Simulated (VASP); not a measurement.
Data:

```xyz
2
Lattice="0.0000 2.1800 2.1800 2.1800 0.0000 2.1800 2.1800 2.1800 0.0000" Properties=species:S:1:pos:R:3 pbc="T T T"
Si     0.0000     0.0000     0.0000
C      1.0900     1.0900     1.0900
```

All values below come from PBE GGA, VASP's PBE PAW potentials (set 64) (plane waves; VASP 6.6.1). Run with 520 eV cut-off, 9×9×9 Γ-centred mesh, Gaussian smearing of 0.050 eV, potentials Si C.

Task: Predict the energy per atom (σ→0), pressure.

Result: 
```
Property                        Value
---------------------  --------------
energy per atom (σ→0)  -7.529 eV/atom
pressure                     2.91 GPa
```

Total energies compare only between runs with the same potentials, cut-off and functional.

The compound is SiC in the zinc blende structure. The cell was not relaxed at this level.
